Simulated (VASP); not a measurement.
An input for Ansatz (written as the equivalent of a VASP run, and not itself run):

Ansatz 0.2 input:
```yaml
crystal:
  lattice:
    - [0.0000000, 2.7881970, 2.7881970]
    - [2.7881970, 0.0000000, 2.7881970]
    - [2.7881970, 2.7881970, 0.0000000]
  atoms:
    - { symbol: Na, position: [0.0000000, 0.0000000, 0.0000000] }
    - { symbol: Cl, position: [0.5000000, 0.5000000, 0.5000000] }
kpoints:
  mp_grid: { grid: [6, 6, 6] }
hamiltonian:
  xc: pbe
  pseudopotentials: { kind: paw }
scf:
  occupations: { method: gaussian, width: 0.01 }
  max_iter: 100
output: { forces: true, stress: true, eigenvalues: true }
```

Question: Write the VASP files for the same calculation (PBE).

Answer: Several could match; the one computed here: 
### INCAR
```
ALGO  =  Normal
EDIFF  =  1E-6
ENCUT  =  300
GGA  =  PE
ISIF  =  2
ISMEAR  =  0
LASPH  =  .TRUE.
LCHARG  =  .FALSE.
LREAL  =  .FALSE.
LWAVE  =  .FALSE.
NELM  =  100
PREC  =  Accurate
SIGMA  =  0.01
SYSTEM  =  NaCl
```

**POSCAR**
```
NaCl
1
    0.0000000000     2.7881970000     2.7881970000
    2.7881970000     0.0000000000     2.7881970000
    2.7881970000     2.7881970000     0.0000000000
Na Cl
1 1
Direct
  0.0000000000   0.0000000000   0.0000000000
  0.5000000000   0.5000000000   0.5000000000
```

### KPOINTS
```
Regular mesh
0
Gamma
6 6 6
```

POTCAR, in this order: Na_pv Cl (PBE.64 set). Program: vasp_std.

What does not carry over: each code has its own PAW files, so the cut-off isn't converted (ENCUT is set for VASP's; basis.ecutwfc is left out, and Ansatz then takes the one that its files recommend); Ansatz stops its SCF on the density residual and VASP on the energy change (EDIFF).

The structure comes from a computed database's NaCl entry; how it stands against other phases isn't given here. The cell was not relaxed at this level. The run is one of a series of settings (KPOINTS 6×6×6 Γ-centred mesh against the base run), some of them coarse on purpose.
